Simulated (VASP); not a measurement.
Input:

```
CELL_PARAMETERS angstrom
      4.42129     0.00000     0.00000
      0.00000     4.42129     0.00000
      0.00000     0.00000     2.91608
ATOMIC_POSITIONS crystal
  Cr 0.00000 0.00000 0.00000
  Cr 0.50000 0.50000 0.50000
  O  0.30318 0.30318 0.00000
  O  0.80318 0.19682 0.50000
  O  0.19682 0.80318 0.50000
  O  0.69682 0.69682 0.00000
```
Starting moments (μB, in the order of the record's atoms Cr Cr O O O O): 2.1 2.1 -0.1 -0.1 -0.1 -0.1.

Computed with PBE GGA with D3 dispersion (Becke-Johnson damping), VASP's PBE PAW potentials (set 64) (plane waves; VASP). Run with 520 eV cut-off, 7×7×10 Γ-centred mesh, first-order Methfessel-Paxton smearing of 0.10 eV, potentials Cr_pv O.

Q: Predict the cell moment, energy per atom (σ→0), band gap (on the k-mesh) with the smallest direct gap where there is one.

A: 
| Quantity | Value |
|---|---|
| band gap (on the k-mesh) | none (metal, semimetal or under 0.01 eV) |
| cell moment | 4.00 μB |
| energy per atom (σ→0) | -8579 meV/atom |

Q: Give the moment on each site (PAW-sphere projection).

A: 
| site | moment (μB) |
|---|---|
| Cr1 | 2.10 |
| Cr2 | 2.10 |
| O3 | -0.07 |
| O4 | -0.07 |
| O5 | -0.07 |
| O6 | -0.07 |

Only differences to runs with the same potentials and settings are physical.

The compound is CrO2 in the rutile structure. It was relaxed first.
